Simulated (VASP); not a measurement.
Here is the system:

```
CELL_PARAMETERS angstrom
      2.84983     0.00000     0.00000
      0.00000     2.84983     0.00000
      0.00000     0.00000     2.84983
ATOMIC_POSITIONS crystal
  Al 0.50000 0.50000 0.50000
  Co 0.00000 0.00000 0.00000
```

Computed with PBE GGA, VASP's PBE PAW potentials (set 64) (plane waves; VASP 6.6.1). Settings: 480 eV cut-off, 12×12×12 Γ-centred mesh, first-order Methfessel-Paxton smearing of 0.10 eV, potentials Al Co.

Task: What does the run give for the energy per atom (σ→0), band gap (on the k-mesh) with the smallest direct gap where there is one?

Result: 
The band gap (on the k-mesh) is none (metal, semimetal or under 0.01 eV) and the energy per atom (σ→0) comes out as -5.994 eV/atom.

Only differences to runs with the same potentials and settings are physical.

The compound is CoAl in the CsCl type structure. It was relaxed first. The run is not spin-polarised, so no magnetic state was tried.
